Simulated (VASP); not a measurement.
Input for VASP

POSCAR:
```
AsPt
1
    6.5459189103     0.0000000000     0.0000000000
   -3.2729604000     5.6689318167     0.0000000000
    0.0000000000     0.0000000000     6.3884936724
Pt As
1 1
Direct
  0.0000000000   0.0000000000   0.0000000000
  0.6666670000   0.3333330000   0.5000000000
```

### INCAR
```
SYSTEM = AsPt
PREC = Accurate
ENCUT = 400
EDIFF = 1E-6
NELM = 100
ALGO = Normal
LREAL = .FALSE.
LASPH = .TRUE.
ISMEAR = 0
SIGMA = 0.05
GGA = PE
LMAXMIX = 6
LWAVE = .FALSE.
LCHARG = .FALSE.
ISIF = 2
```

File KPOINTS:
```
Automatic mesh
0
Gamma
3 3 3
0 0 0
```

POTCAR, in this order: Pt As (PBE.64 set). Program: vasp_std.

Output

standard output:
```
 POSCAR found type information on POSCAR PtAs
 POSCAR found :  2 types and       2 ions
 Reading from existing POTCAR
 Reading from existing POTCAR
 LDA part: xc-table for (Slater+PW92), standard interpolation
 POSCAR, INCAR and KPOINTS ok, starting setup
 WAVECAR not read
 entering main loop
       N       E                     dE             d eps       ncg     rms          rms(c)
DAV:   1     0.653689778478E+02    0.65369E+02   -0.34589E+03   132   0.708E+02
DAV:   2     0.491411815557E+01   -0.60455E+02   -0.58551E+02   261   0.118E+02
DAV:   3    -0.178217557290E+01   -0.66963E+01   -0.56754E+01   141   0.463E+01
DAV:   4    -0.195996785766E+01   -0.17779E+00   -0.17601E+00   158   0.745E+00
DAV:   5    -0.196558807397E+01   -0.56202E-02   -0.56195E-02   163   0.146E+00    0.519E+00
DAV:   6    -0.123069565315E+02   -0.10341E+02   -0.41546E+01   132   0.176E+01    0.195E+01
DAV:   7    -0.149673319471E+01    0.10810E+02   -0.10791E+01   132   0.114E+01    0.698E+00
DAV:   8    -0.137728436285E+01    0.11945E+00   -0.29231E+00   180   0.324E+00    0.345E+00
DAV:   9    -0.126811252623E+01    0.10917E+00   -0.50111E-01   138   0.211E+00    0.195E+00
DAV:  10    -0.128608867666E+01   -0.17976E-01   -0.16997E-02   132   0.530E-01    0.271E+00
DAV:  11    -0.149325837832E+01   -0.20717E+00   -0.30406E-01   138   0.121E+00    0.755E+00
DAV:  12    -0.124286385299E+01    0.25039E+00   -0.78430E-01   143   0.149E+00    0.817E-01
DAV:  13    -0.124078318593E+01    0.20807E-02   -0.60125E-03   146   0.502E-01    0.720E-01
DAV:  14    -0.124467682186E+01   -0.38936E-02   -0.10601E-02   143   0.494E-01    0.912E-01
DAV:  15    -0.125254580544E+01   -0.78690E-02   -0.48862E-03   178   0.270E-01    0.126E+00
DAV:  16    -0.124539408512E+01    0.71517E-02   -0.37653E-03   132   0.184E-01    0.929E-01
DAV:  17    -0.124176235777E+01    0.36317E-02   -0.22148E-03   174   0.111E-01    0.668E-01
DAV:  18    -0.123993092735E+01    0.18314E-02   -0.13992E-03   163   0.835E-02    0.451E-01
DAV:  19    -0.123955516640E+01    0.37576E-03   -0.14783E-04   147   0.372E-02    0.398E-01
DAV:  20    -0.123847694399E+01    0.10782E-02   -0.37372E-03   147   0.144E-01    0.562E-02
DAV:  21    -0.123847181697E+01    0.51270E-05   -0.83819E-05   132   0.484E-02    0.196E-02
DAV:  22    -0.123847401203E+01   -0.21951E-05   -0.26150E-05   138   0.174E-02    0.130E-02
DAV:  23    -0.123847461105E+01   -0.59902E-06   -0.62252E-07    84   0.703E-03
   1 F= -.12384746E+01 E0= -.12271213E+01  d E =-.227066E-01
```

**OUTCAR**
```
------------------------ aborting loop because EDIFF is reached ----------------------------------------
  FORCE on cell =-STRESS in cart. coord.  units (eV):
  Direction    XX          YY          ZZ          XY          YZ          ZX
  --------------------------------------------------------------------------------------
  Total       -1.9696259     -1.9696257     -2.7797029      0.0000003     -0.0000000      0.0000000
  in kB      -13.3114084    -13.3114072    -18.7861871      0.0000022     -0.0000000      0.0000000
  external PRESSURE =     -15.1363342 kB  Pullay stress =       0.0000000 kB
  volume of cell :      237.07
      direct lattice vectors                 reciprocal lattice vectors
     6.545918910  0.000000000  0.000000000     0.152766940  0.088200063  0.000000000
    -3.272960400  5.668931817  0.000000000     0.000000000  0.176400075  0.000000000
     0.000000000  0.000000000  6.388493672     0.000000000  0.000000000  0.156531422
 POSITION                                       TOTAL-FORCE (eV/Angst)
 -----------------------------------------------------------------------------------
      0.00000      0.00000      0.00000        -0.000000      0.000000      0.000000
      3.27296      1.88964      3.19425         0.000000     -0.000000      0.000000
 -----------------------------------------------------------------------------------
    total drift:                               -0.000839      0.000484      0.000000
  FREE ENERGIE OF THE ION-ELECTRON SYSTEM (eV)
  ---------------------------------------------------
  free  energy   TOTEN  =        -1.2384746110 eV

  energy  without entropy=       -1.2157679846  energy(sigma->0) =       -1.22712130
```
(Selected blocks of OUTCAR.)

Question: The run ends quietly. Is anything wrong with it?

Answer: The cause: the lattice was typed in bohr, and VASP reads ångström. The run ends without an error. Against the sound run, the energy per atom (σ→0) rises by 4.740 eV/atom; the pressure falls by 7.22 GPa; the volume goes up by 570 %. To mend it, correct POSCAR, correct KPOINTS.
**POSCAR**
```
AsPt
1
    3.4639990000     0.0000000000     0.0000000000
   -1.7320000000     2.9999110000     0.0000000000
    0.0000000000     0.0000000000     3.3806920000
Pt As
1 1
Direct
  0.0000000000   0.0000000000   0.0000000000
  0.6666670000   0.3333330000   0.5000000000
```
### KPOINTS
```
Automatic mesh
0
Gamma
7 7 6
0 0 0
```
The mended run (PBE GGA, plane waves, VASP's PBE PAW potentials (set 64)) converges, and its OSZICAR ends with
```
   1 F= -.10708010E+02 E0= -.10707459E+02  d E =-.110142E-02
```

The structure was generated: AsPt was put into the WC type (P-6m2), which need not be its known phase. The cell was not relaxed at this level. The electron count is odd and the run is not spin-polarised, which forces a metal.
